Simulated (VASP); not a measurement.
# Sn2Bi2O (P4/nmm) in VASP: relaxation of cell and atoms with PBE

Aim: the relaxation of cell and atoms of Sn2Bi2O with PBE.

All numbers are computed with VASP 6.6.1; they aren't measurements. Logs are shortened: lines on timing, memory, paths and dates and some standing lists are left out, and cuts for length are marked.

### 1 The crystal as given

The structure is tetragonal, space group P4/nmm (No. 129). The conventional cell has a = 3.900 Å, b = 3.900 Å, c = 16.000 Å, α = 90.00°, β = 90.00°, γ = 90.00°. Sn (site symmetry 4mm) is surrounded by 4 O at 2.26 Å. Around Sn (site symmetry -4m2) lie 4 Sn at 2.76 Å and 4 Bi at 2.97 Å. Bi (site symmetry 4mm) is surrounded by 1 Bi at 2.88 Å and 4 Sn at 2.97 Å. Bi (site symmetry 4mm) has 1 Bi at 2.88 Å and 4 Sn at 3.25 Å as nearest neighbours. Around O (site symmetry -4m2) lie 4 Sn at 2.26 Å.

The cell was built by a generator and needn't be a form met in nature.

### 2 Relaxation of cell and atoms, PBE

INCAR

```
SYSTEM = Sn2Bi2O
PREC = Normal
ENCUT = 520
EDIFF = 1E-4
ISMEAR = 0
SIGMA = 0.15
LREAL = Auto
LASPH = .True.
NELM = 60
ALGO = Fast
ISIF = 3
LWAVE = .False.
LCHARG = .False.
GGA = PE
IBRION = 2
NSW = 24
EDIFFG = -0.08
```

KPOINTS

```
Automatic mesh
0
Gamma
  4 4 1
  0 0 0
```

POSCAR

```
Sn2Bi2O
1.0
    3.9000000000      0.0000000000      0.0000000000
    0.0000000000      3.9000000000      0.0000000000
    0.0000000000      0.0000000000     16.0000000000
Sn Bi O
4 4 2
Direct
    0.0000000000      0.5000000000      0.9280000000
    0.5000000000      0.0000000000      0.0720000000
    0.5000000000      0.5000000000      0.5000000000
    0.0000000000      0.0000000000      0.5000000000
    0.5000000000      0.0000000000      0.6400000000
    0.5000000000      0.0000000000      0.8200000000
    0.0000000000      0.5000000000      0.3600000000
    0.0000000000      0.5000000000      0.1800000000
    0.5000000000      0.5000000000      0.0000000000
    0.0000000000      0.0000000000      0.0000000000
```

Potentials or basis: VASP PAW PBE potentials, release 64 (Sn_d, Bi_d, O).

Launch:

```sh
> cat potpaw_PBE.64/Sn_d/POTCAR potpaw_PBE.64/Bi_d/POTCAR potpaw_PBE.64/O/POTCAR > POTCAR
> mpirun -np 1 vasp_std > vasp.out
```

OUTCAR:

```text
SYSTEM = Sn2Bi2O
   PREC = Normal
   ENCUT = 520
   EDIFF = 1E-4
   ISMEAR = 0
   LREAL = Auto
   LASPH = .True.
   NELM = 60
   ISIF = 3
   GGA = PE
   IBRION = 2
   NSW = 24
   EDIFFG = -0.08

 ion  position               nearest neighbor table
   1  0.000  0.500  0.928-   9 2.26  10 2.26  10 2.26   9 2.26   6 3.25   6 3.25   6 3.25   6 3.25
                             2 3.59   2 3.59   2 3.59   2 3.59
   2  0.500  0.000  0.072-   9 2.26  10 2.26   9 2.26  10 2.26   8 3.25   8 3.25   8 3.25   8 3.25
                             1 3.59   1 3.59   1 3.59   1 3.59
   3  0.500  0.500  0.500-   4 2.76   4 2.76   4 2.76   4 2.76   5 2.97   7 2.97   7 2.97   5 2.97

   4  0.000  0.000  0.500-   3 2.76   3 2.76   3 2.76   3 2.76   7 2.97   7 2.97   5 2.97   5 2.97

   5  0.500  0.000  0.640-   6 2.88   4 2.97   3 2.97   3 2.97   4 2.97
   6  0.500  0.000  0.820-   5 2.88   1 3.25   1 3.25   1 3.25   1 3.25
   7  0.000  0.500  0.360-   8 2.88   4 2.97   3 2.97   4 2.97   3 2.97
   8  0.000  0.500  0.180-   7 2.88   2 3.25   2 3.25   2 3.25   2 3.25
   9  0.500  0.500  0.000-   1 2.26   2 2.26   2 2.26   1 2.26
  10  0.000  0.000  0.000-   1 2.26   2 2.26   1 2.26   2 2.26

  LATTYP: Found a simple tetragonal cell.
 ALAT       =     3.9000000000
 C/A-ratio  =     4.1025641026

  Lattice vectors:

 A1 = (   3.9000000000,   0.0000000000,   0.0000000000)
 A2 = (   0.0000000000,   3.9000000000,   0.0000000000)
 A3 = (   0.0000000000,   0.0000000000,  16.0000000000)

Analysis of symmetry for initial positions (statically):
=====================================================================
 Subroutine PRICEL returns:
 Original cell was already a primitive cell.

 Routine SETGRP: Setting up the symmetry group for a
 simple tetragonal supercell.

 Subroutine GETGRP returns: Found 16 space group operations
 (whereof  8 operations were pure point group operations)
 out of a pool of 16 trial point group operations.

The static configuration has the point symmetry D_2d.
 The point group associated with its full space group is D_4h.

Analysis of symmetry for dynamics (positions and initial velocities):
=====================================================================
 Subroutine PRICEL returns:
 Original cell was already a primitive cell.

 Routine SETGRP: Setting up the symmetry group for a
 simple tetragonal supercell.

 Subroutine GETGRP returns: Found 16 space group operations
 (whereof  8 operations were pure point group operations)
 out of a pool of 16 trial point group operations.

The dynamic configuration has the point symmetry D_2d.
 The point group associated with its full space group is D_4h.

 Subroutine INISYM returns: Found 16 space group operations
 (whereof  8 operations are pure point group operations),
 and found     1 'primitive' translations

----------------------------------------------------------------------------------------

                                     Primitive cell

  volume of cell :     243.3600

  direct lattice vectors                    reciprocal lattice vectors
     3.900000000  0.000000000  0.000000000     0.256410256  0.000000000  0.000000000
     0.000000000  3.900000000  0.000000000     0.000000000  0.256410256  0.000000000
     0.000000000  0.000000000 16.000000000     0.000000000  0.000000000  0.062500000

  length of vectors
     3.900000000  3.900000000 16.000000000     0.256410256  0.256410256  0.062500000

  position of ions in fractional coordinates (direct lattice)
     0.000000000  0.500000000  0.928000000
     0.500000000  0.000000000  0.072000000
     0.500000000  0.500000000  0.500000000
     0.000000000  0.000000000  0.500000000
     0.500000000  0.000000000  0.640000000
     0.500000000  0.000000000  0.820000000
     0.000000000  0.500000000  0.360000000
     0.000000000  0.500000000  0.180000000
     0.500000000  0.500000000  0.000000000
     0.000000000  0.000000000  0.000000000

  ion indices of the primitive-cell ions
   primitive index   ion index
                 1           1
                 2           2
                 3           3
                 4           4
                 5           5
                 6           6
                 7           7
                 8           8
                 9           9
                10          10

----------------------------------------------------------------------------------------

 KPOINTS: Automatic mesh

Automatic generation of k-mesh.
 Grid dimensions read from file:
 generate k-points for:    4    4    1

 Generating k-lattice:

  Cartesian coordinates                     Fractional coordinates (reciprocal lattice)
     0.064102564  0.000000000  0.000000000     0.250000000  0.000000000  0.000000000
     0.000000000  0.064102564  0.000000000     0.000000000  0.250000000  0.000000000
     0.000000000  0.000000000  0.062500000     0.000000000  0.000000000  1.000000000

  Length of vectors
     0.064102564  0.064102564  0.062500000

  Shift w.r.t. Gamma in fractional coordinates (k-lattice)
     0.000000000  0.000000000  0.000000000

 Subroutine IBZKPT returns following result:
 ===========================================

 Found      6 irreducible k-points:

 Following reciprocal coordinates:
            Coordinates               Weight
  0.000000  0.000000  0.000000      1.000000
  0.250000  0.000000  0.000000      4.000000
  0.500000  0.000000  0.000000      2.000000
  0.250000  0.250000  0.000000      4.000000
  0.500000  0.250000  0.000000      4.000000
  0.500000  0.500000  0.000000      1.000000
   k-points           NKPTS =      6   k-points in BZ     NKDIM =      6   number of bands    NBANDS=     76
   number of dos      NEDOS =    301   number of ions     NIONS =     10
   total plane-waves  NPLWV =  51840
   dimension x,y,z NGX =    24 NGY =   24 NGZ =   90
   dimension x,y,z NGXF=    48 NGYF=   48 NGZF=  180
   ions per type =               4   4   2
   NGX,Y,Z   is equivalent  to a cutoff of  10.23, 10.23,  9.35 a.u.
   NGXF,Y,Z  is equivalent  to a cutoff of  20.46, 20.46, 18.70 a.u.
 SYSTEM =  Sn2Bi2O
   PREC   = normal    normal or accurate (medium, high low for compatibility)
   ISTART =      0    job   : 0-new  1-cont  2-samecut
   ICHARG =      2    charge: 1-file 2-atom 10-const
   ISPIN  =      1    spin polarized calculation?
   LNONCOLLINEAR =      F non collinear calculations
   LSORBIT =      F    spin-orbit coupling
   LASPH  =      T    aspherical Exc in radial PAW
   ENCUT  =  520.0 eV  38.22 Ry    6.18 a.u.   7.25  7.25 29.75*2*pi/ulx,y,z
   NELM   =     60;   NELMIN=  2; NELMDL= -5     # of ELM steps
   EDIFF  = 0.1E-03   stopping-criterion for ELM
   LREAL  =      T    real-space projection
   EDIFFG = -.8E-01   stopping-criterion for IOM
   NSW    =     24    number of steps for IOM
   IBRION =      2    ionic relax: 0-MD 1-quasi-New 2-CG
   NFREE  =      1    steps in history (QN), initial steepest desc. (CG)
   ISIF   =      3    stress and relaxation
   ISYM   =      2    0-nonsym 1-usesym 2-fastsym
   POTIM  = 0.5000    time-step for ionic-motion
   TEBEG  =    0.0;   TEEND  =   0.0 temperature during run
   PSTRESS=    0.0 pullay stress
   NELECT =     128.0000    total number of electrons
   NUPDOWN=      -1.0000    fix difference up-down
   EMIN   =  10.00;   EMAX   =-10.00  energy-range for DOS
   EFERMI =   0.00;   METHOD = LEGACY
   ISMEAR =     0;   SIGMA  =   0.15  broadening in eV -4-tet -1-fermi 0-gaus
   EFERMI_NEDOS =   21; number of points for ismear=-14 and -15
   IALGO  =     68    algorithm
   IMIX   =      4    mixing-type and parameters
     AMIX     =   0.40;   BMIX     =  1.00
     AMIX_MAG =   1.60;   BMIX_MAG =  1.00
  volume/ion in A,a.u.               =      24.34       164.23
  Fermi-wavevector in a.u.,A,eV,Ry     =   1.321484  2.497242 23.760109  1.746319
  Thomas-Fermi vector in A             =   2.451234
   LORBIT       =      0    0 simple, 1 ext, 2 COOP (PROOUT), +10 PAW based schemes
   GGA     = PE    functional components
   LHFCALC =     F    Hartree Fock is set to
   AEXX    =    0.0000 exact exchange contribution
   IVDW    =     0    specifies the selected vdW correction
   LEPSILON=     F    determine dielectric tensor
   LRPA    =     F    only Hartree local field effects (RPA)
 conjugate gradient relaxation of ions
 non-spin polarized calculation
 RMM-DIIS sequential band-by-band and
 Gauss-broadening in eV      SIGMA  =   0.15
  energy-cutoff  :      520.00
  volume of cell :      243.36
 maximum number of plane-waves:      6572
   NGX = 15   NGY = 15   NGZ = 59

--------------------------------------- Ionic step        1  -------------------------------------------

 number of electron     128.0000201 magnetization

 Free energy of the ion-electron system (eV)
  ---------------------------------------------------
  ext. energy  EPLUGINS =         0.00000000
  ---------------------------------------------------
  free energy    TOTEN  =       -40.36860451 eV

  energy without entropy =      -40.28286708  energy(sigma->0) =      -40.32573580

 E-fermi :   8.1712     XC(G=0): -10.2163

 val. band max:        8.1584583924   @ k =   0.2500   0.0000   0.0000
 cond. band min:       8.2062560698   @ k =   0.2500   0.0000   0.0000
 fundamental gap:      0.0477976774
 Fermi energy:         8.1711551694

 k-point     1 :       0.0000    0.0000    0.0000
  band No.  band energies     occupation
      1     -15.2627      2.00000
      2     -15.2467      2.00000
      3     -15.1523      2.00000
      4     -15.1523      2.00000
      5     -15.1125      2.00000
      6     -15.1125      2.00000
[... 506 lines left out ...]
--------------------------------------- Ionic step        2  -------------------------------------------

 number of electron     128.0000209 magnetization

 E-fermi :   4.8800     XC(G=0):  -8.9936

 val. band max:        4.7799847404   @ k =   0.0000   0.0000   0.0000
 cond. band min:       4.8837460576   @ k =   0.5000   0.0000   0.0000
 fundamental gap:      0.1037613172
 Fermi energy:         4.8800141638

 k-point     1 :       0.0000    0.0000    0.0000
  band No.  band energies     occupation
      1     -18.0367      2.00000
      2     -18.0356      2.00000
      3     -18.0117      2.00000
      4     -18.0101      2.00000
      5     -17.9924      2.00000
      6     -17.9920      2.00000
[... 544 lines left out ...]
  FREE ENERGIE OF THE ION-ELECTRON SYSTEM (eV)
  ---------------------------------------------------
  free  energy   TOTEN  =       -42.1623770392 eV

  energy  without entropy=      -42.0602070458  energy(sigma->0) =      -42.11129204

[... ionic steps 4 to 15 ...]

--------------------------------------- Ionic step       16  -------------------------------------------

 number of electron     128.0000120 magnetization

------------------------ aborting loop because EDIFF is reached ----------------------------------------
[... 83 lines left out ...]
--------------------------------------- Ionic step       18  -------------------------------------------

 number of electron     128.0000110 magnetization

 Free energy of the ion-electron system (eV)
  ---------------------------------------------------
  ext. energy  EPLUGINS =         0.00000000
  ---------------------------------------------------
  free energy    TOTEN  =       -43.05156199 eV

  energy without entropy =      -42.99142981  energy(sigma->0) =      -43.02149590

 E-fermi :   6.0271     XC(G=0):  -9.4705

 val. band max:        5.9091278818   @ k =   0.0000   0.0000   0.0000
 cond. band min:       6.0929422947   @ k =   0.5000   0.2500   0.0000
 fundamental gap:      0.1838144129
 Fermi energy:         6.0271255624

 k-point     1 :       0.0000    0.0000    0.0000
  band No.  band energies     occupation
      1     -16.9762      2.00000
      2     -16.9755      2.00000
      3     -16.8932      2.00000
      4     -16.8923      2.00000
      5     -16.8601      2.00000
      6     -16.8601      2.00000
[... 500 lines left out ...]
  FREE ENERGIE OF THE ION-ELECTRON SYSTEM (eV)
  ---------------------------------------------------
  free  energy   TOTEN  =       -43.0515619857 eV

  energy  without entropy=      -42.9914298080  energy(sigma->0) =      -43.02149590

 reached required accuracy - stopping structural energy minimisation
```

Wall time 15 min (1 thread of AMD EPYC 7R13 (Zen 3), shared host); peak memory 0.24 GiB.

What came out:

- Free energy: -43.0516 eV
- Relaxed volume: 28.77 Å³/atom
- Relaxed cell: a = 3.936 Å, b = 3.936 Å, c = 18.567 Å, α = 90.00°, β = 90.00°, γ = 90.00°
- Space group after relaxing (to 0.05 Å): P4/nmm (No. 129)
- Energy gained by relaxing: 268.3 meV/atom
- Ionic steps: 18
- Pressure after relaxing: 0.2 GPa
- Largest force after relaxing: 0.060 eV/Å
- Band gap on the k mesh: none (metal or under the smearing width)

Forces on the atoms (eV/Å):
```
Sn   0.000  0.000 -0.013
Sn   0.000  0.000  0.013
Sn   0.000  0.000  0.000
Sn   0.000  0.000  0.000
Bi   0.000  0.000 -0.026
Bi   0.000  0.000 -0.060
Bi   0.000  0.000  0.026
Bi   0.000  0.000  0.060
O    0.000  0.000  0.000
O    0.000  0.000  0.000
```

Stress tensor (GPa, compression positive):
```
0.13 0.00 0.00
0.00 0.13 0.00
0.00 0.00 0.28
```

The path:
```tsv
step	energy change (eV)	largest force (eV/Å)	pressure (GPa)	volume (Å³)
1	0.0000	2.3777	12.89	243.36
2	-1.3392	2.1704	-4.66	318.88
3	-1.7938	1.5391	-0.58	288.97
4	-2.1192	1.0106	-0.43	289.42
5	-2.4880	1.3287	1.00	290.30
6	-2.5243	0.6100	0.49	290.12
7	-2.6298	0.5065	-0.63	295.09
8	-2.6363	0.5268	-0.53	294.13
9	-2.6724	0.2383	0.03	289.46
10	-2.6687	0.2182	0.49	285.12
11	-2.6750	0.1508	0.37	287.53
12	-2.6763	0.2163	-0.34	290.11
13	-2.6786	0.1576	-0.17	288.91
14	-2.6819	0.1025	-0.09	288.43
15	-2.6821	0.1127	0.06	288.36
16	-2.6819	0.1715	0.17	288.41
17	-2.6821	0.1084	-0.07	288.38
18	-2.6830	0.0603	0.18	287.70
```

Final structure:
```yaml
crystal:
  lattice:
    - [3.93635, 0.00000, 0.00000]
    - [0.00000, 3.93635, 0.00000]
    - [0.00000, 0.00000, 18.56740]
  atoms:
    - { symbol: Sn, position: [0.00000, 0.50000, 0.93786] }
    - { symbol: Sn, position: [0.50000, 0.00000, 0.06214] }
    - { symbol: Sn, position: [0.50000, 0.50000, 0.50000] }
    - { symbol: Sn, position: [0.00000, 0.00000, 0.50000] }
    - { symbol: Bi, position: [0.50000, 0.00000, 0.65421] }
    - { symbol: Bi, position: [0.50000, 0.00000, 0.81430] }
    - { symbol: Bi, position: [0.00000, 0.50000, 0.34579] }
    - { symbol: Bi, position: [0.00000, 0.50000, 0.18570] }
    - { symbol: O, position: [0.50000, 0.50000, 0.00000] }
    - { symbol: O, position: [0.00000, 0.00000, 0.00000] }
```

Caveat: the k mesh is coarse (spacing up to 0.40 Å⁻¹), so the values aren't converged; the volume moved by over 15 % at a fixed basis, so the end points are rough; spin-orbit coupling is left out, which moves the levels of the heavy elements; the relaxation stopped at a loose force limit of 0.08 eV/Å, so its end isn't a converged minimum.
